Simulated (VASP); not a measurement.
Given:

```
Al
1.0
    2.83686     0.00000     0.00000
    0.00000     4.01192     0.00000
    0.00000     0.00000    26.20640
Al
8
Direct
  0.00000   0.00000   0.31056
  0.50000   0.50000   0.36469
  0.00000   0.00000   0.41881
  0.50000   0.50000   0.47294
  0.00000   0.00000   0.52706
  0.50000   0.50000   0.58119
  0.00000   0.00000   0.63531
  0.50000   0.50000   0.68944
```

Method: PBEsol GGA, VASP's PBE PAW potentials (set 64) (plane waves; VASP). Settings: PREC = Normal, EDIFF = 1E-5, 400 eV cut-off, 10×7×1 Γ-centred mesh, first-order Methfessel-Paxton smearing of 0.10 eV, potentials Al.

The ions are relaxed. Give the cell that the relaxation ends in.

```
Al
1.0
    2.83686     0.00000     0.00000
    0.00000     4.01192     0.00000
    0.00000     0.00000    26.20640
Al
8
Direct
  0.00000   0.00000   0.30792
  0.50000   0.50000   0.35828
  0.00000   0.00000   0.41579
  0.50000   0.50000   0.46960
  0.00000   0.00000   0.53040
  0.50000   0.50000   0.58421
  0.00000   0.00000   0.64172
  0.50000   0.50000   0.69208
```

How much energy does the relaxation gain?

The energy (σ→0) changes by -6.7 meV/atom, in 10 ionic steps.

| step | E(σ→0) (eV) | max force (eV/Å) | pressure (GPa) | volume (Å³) |
|---|---|---|---|---|
| 1 | -31.0533 | 0.215 | -0.85 | 298.26 |
| 2 | -31.0625 | 0.193 | -0.83 | 298.26 |
| 3 | -31.0790 | 0.133 | -0.76 | 298.26 |
| 4 | -31.0636 | 0.344 | -0.57 | 298.26 |
| 5 | -31.0812 | 0.122 | -0.72 | 298.26 |
| 6 | -31.0857 | 0.108 | -0.77 | 298.26 |
| 7 | -31.0916 | 0.133 | -0.92 | 298.26 |
| 8 | -31.0969 | 0.117 | -0.99 | 298.26 |
| 9 | -31.1066 | 0.056 | -1.21 | 298.26 |
| 10 | -31.1069 | 0.030 | -1.27 | 298.26 |

The cell is a thin slab with vacuum, built from Al (fcc): (110) face.
